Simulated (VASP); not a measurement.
# AsAu (F-43m) in VASP: notebook, part 2 of 2

VASP 6.6.1. Earlier steps stand in the parts before.

**3. Electric field gradients, PBE, non-collinear spin, zero start, spin-orbit coupling**

Contents of INCAR:

```
PREC     = Accurate       # precision mode
ENCUT    = 520            # plane-wave cutoff, eV
EDIFF    = 1E-8           # SCF threshold, eV
ISMEAR   = -1             # smearing method
SIGMA    = 0.08           # smearing width, eV
LREAL    = False          # projectors in reciprocal space
LASPH    = True           # aspherical terms in the spheres
NELM     = 150            # most SCF steps
ALGO     = Fast           # electronic algorithm
ISIF     = 2              # what is computed and relaxed
LWAVE    = False          # write WAVECAR
LCHARG   = False          # write CHGCAR
MAGMOM   = 0 0 0 0 0 0    # initial moments
LORBIT   = 11             # projections on sites
LSORBIT  = True           # spin-orbit coupling
GGA_COMPAT= False        
LORBMOM  = True         
LMAXMIX  = 4              # l up to which the mixer works
GGA      = PE             # functional
LEFG     = True         
NBANDS   = 28             # bands
```

Contents of KPOINTS:

```
Automatic mesh
0
Gamma
  11 11 11
```

Contents of POSCAR:

```
AsAu
1.0
    0.0000000000      2.9202842861      2.9202842861
    2.9202842861      0.0000000000      2.9202842861
    2.9202842861      2.9202842861      0.0000000000
Au As
1 1
Direct
    0.0000000000      0.0000000000      0.0000000000
    0.2500000000      0.2500000000      0.2500000000
```

Potentials or basis: VASP PAW PBE potentials, release 64 (Au, As).

Launch:

```bash
$ cat potpaw_PBE.64/Au/POTCAR potpaw_PBE.64/As/POTCAR > POTCAR
$ mpirun -np 1 vasp_ncl > vasp.out
```

OUTCAR:

```text
PREC = Accurate
   ENCUT = 520
   EDIFF = 1E-8
   ISMEAR = -1
   LREAL = False
   LASPH = True
   NELM = 150
   ISIF = 2
   LORBIT = 11
   LSORBIT = True
   GGA = PE

 ion  position               nearest neighbor table
   1  0.000  0.000  0.000-   2 2.53   2 2.53   2 2.53   2 2.53
   2  0.250  0.250  0.250-   1 2.53   1 2.53   1 2.53   1 2.53

  LATTYP: Found a face centered cubic cell.
 ALAT       =     5.8405685722

  Lattice vectors:

 A1 = (   0.0000000000,   2.9202842861,   2.9202842861)
 A2 = (   2.9202842861,   0.0000000000,   2.9202842861)
 A3 = (   2.9202842861,   2.9202842861,   0.0000000000)

Analysis of symmetry for initial positions (statically):
=====================================================================
 Subroutine PRICEL returns:
 Original cell was already a primitive cell.

 Routine SETGRP: Setting up the symmetry group for a
 face centered cubic supercell.

 Subroutine GETGRP returns: Found 24 space group operations
 (whereof 24 operations were pure point group operations)
 out of a pool of 48 trial point group operations.

The static configuration has the point symmetry T_d .

Analysis of symmetry for dynamics (positions and initial velocities):
=====================================================================
 Subroutine PRICEL returns:
 Original cell was already a primitive cell.

 Routine SETGRP: Setting up the symmetry group for a
 face centered cubic supercell.

 Subroutine GETGRP returns: Found 24 space group operations
 (whereof 24 operations were pure point group operations)
 out of a pool of 48 trial point group operations.

The dynamic configuration has the point symmetry T_d .

Analysis of structural, dynamic, and magnetic symmetry:
=====================================================================
 Subroutine PRICEL returns:
 Original cell was already a primitive cell.

 Routine SETGRP: Setting up the symmetry group for a
 face centered cubic supercell.

 Subroutine GETGRP returns: Found 24 space group operations
 (whereof 24 operations were pure point group operations)
 out of a pool of 48 trial point group operations.

The overall configuration has the point symmetry T_d .

 Subroutine INISYM returns: Found 24 space group operations
 (whereof 24 operations are pure point group operations),
 and found     1 'primitive' translations

----------------------------------------------------------------------------------------

                                     Primitive cell

  volume of cell :      49.8087

  direct lattice vectors                    reciprocal lattice vectors
     0.000000000  2.920284286  2.920284286    -0.171216207  0.171216207  0.171216207
     2.920284286  0.000000000  2.920284286     0.171216207 -0.171216207  0.171216207
     2.920284286  2.920284286  0.000000000     0.171216207  0.171216207 -0.171216207

  length of vectors
     4.129905643  4.129905643  4.129905643     0.296555170  0.296555170  0.296555170

  position of ions in fractional coordinates (direct lattice)
     0.000000000  0.000000000  0.000000000
[... 913 lines left out ...]
  free  energy   TOTEN  =        -7.7743211732 eV

  energy  without entropy=       -7.7451342594  energy(sigma->0) =       -7.75972772

 Electric field gradients (V/A^2)
---------------------------------------------------------------------
 ion       V_xx      V_yy      V_zz      V_xy      V_xz      V_yz
---------------------------------------------------------------------
   1       0.000     0.000    -0.000     0.000     0.000     0.000
   2       0.000     0.000    -0.000    -0.000    -0.000    -0.000
---------------------------------------------------------------------

 Electric field gradients after diagonalization (V/A^2)
 (convention: |V_zz| > |V_xx| > |V_yy|)
----------------------------------------------------------------------
 ion       V_xx      V_yy      V_zz     asymmetry (V_yy - V_xx)/ V_zz
----------------------------------------------------------------------
   1      -0.000    -0.000     0.001       0.000
   2       0.000     0.000    -0.000       0.000
----------------------------------------------------------------------

           NMR quadrupolar parameters

 Cq : quadrupolar parameter    Cq=e*Q*V_zz/h
 eta: asymmetry parameters     (V_yy - V_xx)/ V_zz
 Q  : nuclear electric quadrupole moment in mb (millibarn)
----------------------------------------------------------------------
 ion       Cq(MHz)       eta       Q (mb)
----------------------------------------------------------------------
   1       0.000       0.000       1.000
   2      -0.000       0.000       1.000
----------------------------------------------------------------------

 orbital moment (x)

 # of ion     p       d       tot
 ----------------------------------------
  1        -0.000   0.000   0.000
  2         0.000  -0.000   0.000
 ----------------------------------------
            0.000   0.000   0.000

 orbital moment (y)

 # of ion     p       d       tot
 ----------------------------------------
  1         0.000  -0.000  -0.000
  2        -0.000  -0.000  -0.000
 ----------------------------------------
           -0.000  -0.000  -0.000

 orbital moment (z)

 # of ion     p       d       tot
 ----------------------------------------
  1         0.000   0.000   0.000
  2        -0.000  -0.000  -0.000
 ----------------------------------------
           -0.000  -0.000  -0.000

 Spin-Orbit-Coupling matrix elements

 Ion:    1  E_soc:     -0.6258118
 l=   1
     0.0000000    -0.0338890    -0.0338890
    -0.0338890     0.0000000    -0.0338890
    -0.0338890    -0.0338890     0.0000000
 l=   2
     0.0000000    -0.0147655     0.0000000    -0.0147655    -0.0556474
    -0.0147655     0.0000000    -0.0417356    -0.0147655    -0.0139119
     0.0000000    -0.0417356     0.0000000    -0.0417356     0.0000000
    -0.0147655    -0.0147655    -0.0417356     0.0000000    -0.0139119
    -0.0556474    -0.0139119     0.0000000    -0.0139119     0.0000000
 l=   3
     0.0000000     0.0000000     0.0000000     0.0000000     0.0000000     0.0000000     0.0000000
     0.0000000     0.0000000     0.0000000     0.0000000     0.0000000     0.0000000     0.0000000
     0.0000000     0.0000000     0.0000000     0.0000000     0.0000000     0.0000000     0.0000000
     0.0000000     0.0000000     0.0000000     0.0000000     0.0000000     0.0000000     0.0000000
     0.0000000     0.0000000     0.0000000     0.0000000     0.0000000     0.0000000     0.0000000
     0.0000000     0.0000000     0.0000000     0.0000000     0.0000000     0.0000000     0.0000000
     0.0000000     0.0000000     0.0000000     0.0000000     0.0000000     0.0000000     0.0000000

 Ion:    2  E_soc:     -0.0182624
 l=   1
     0.0000000    -0.0029887    -0.0029887
    -0.0029887     0.0000000    -0.0029887
    -0.0029887    -0.0029887     0.0000000
 l=   2
     0.0000000    -0.0000244     0.0000000    -0.0000244    -0.0000306
    -0.0000244     0.0000000    -0.0000230    -0.0000244    -0.0000077
     0.0000000    -0.0000230     0.0000000    -0.0000230     0.0000000
    -0.0000244    -0.0000244    -0.0000230     0.0000000    -0.0000077
    -0.0000306    -0.0000077     0.0000000    -0.0000077     0.0000000
 l=   3
     0.0000000     0.0000000     0.0000000     0.0000000     0.0000000     0.0000000     0.0000000
     0.0000000     0.0000000     0.0000000     0.0000000     0.0000000     0.0000000     0.0000000
     0.0000000     0.0000000     0.0000000     0.0000000     0.0000000     0.0000000     0.0000000
     0.0000000     0.0000000     0.0000000     0.0000000     0.0000000     0.0000000     0.0000000
     0.0000000     0.0000000     0.0000000     0.0000000     0.0000000     0.0000000     0.0000000
     0.0000000     0.0000000     0.0000000     0.0000000     0.0000000     0.0000000     0.0000000
     0.0000000     0.0000000     0.0000000     0.0000000     0.0000000     0.0000000     0.0000000

 total charge

# of ion       s       p       d       tot
------------------------------------------
    1        0.670   0.407   8.640   9.717
    2        1.258   1.355   0.059   2.673
--------------------------------------------------
tot          1.928   1.762   8.699  12.389

 magnetization (x)

# of ion       s       p       d       tot
------------------------------------------
    1       -0.000  -0.000   0.000   0.000
    2        0.000  -0.000  -0.000  -0.000
--------------------------------------------------
tot          0.000  -0.000   0.000   0.000

 magnetization (y)

# of ion       s       p       d       tot
------------------------------------------
    1       -0.000   0.000   0.000  -0.000
    2        0.000   0.000   0.000   0.000
--------------------------------------------------
tot         -0.000   0.000   0.000  -0.000

 magnetization (z)

# of ion       s       p       d       tot
------------------------------------------
    1        0.000  -0.000   0.000   0.000
    2        0.000  -0.000  -0.000  -0.000
--------------------------------------------------
tot          0.000  -0.000   0.000  -0.000
```

It took 2.4 min on 1 thread of Intel Xeon 6975P-C (Granite Rapids), shared host; peak memory 0.43 GiB.

Results:

```
Free energy                                           : -7.7743 eV
Pressure                                              : -0.5 GPa
Net moment                                            : 0.00 μB per cell
Valence electrons inside the program's atomic spheres : Au 9.72; As 2.67
```

Moments on the atoms (μB; x, y, z):
```
Au  0.00 0.00 0.00
As  0.00 0.00 0.00
```

Electric field gradients, principal values (V/Å²):
| atom | Vxx | Vyy | Vzz |
| --- | --- | --- | --- |
| 1 Au | 0.000 | 0.000 | 0.001 |
| 2 As | 0.000 | 0.000 | 0.000 |
